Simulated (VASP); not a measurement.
Input:

```
CELL_PARAMETERS angstrom
      0.00000     3.25770     3.25770
      3.25770     0.00000     3.25770
      3.25770     3.25770     0.00000
ATOMIC_POSITIONS crystal
  Hg 0.00000 0.00000 0.00000
  Te 0.25000 0.25000 0.25000
```

Calculation: PBEsol GGA with spin-orbit coupling, VASP's PBE PAW potentials (set 64) (plane waves; VASP 6.6.1). Run with 400 eV cut-off, 9×9×9 Γ-centred mesh, Gaussian smearing of 0.050 eV, potentials Hg Te.

### Question
What does the run give for the energy per atom (σ→0), band gap (over mesh and band path) with the smallest direct gap where there is one?

### Answer

```json
{
 "band gap (over mesh and band path)": "none (metal, semimetal or under 0.01 eV)",
 "energy per atom (σ→0)": "-2.389 eV/atom"
}
```

The compound is HgTe in the zinc blende structure. It was relaxed first.
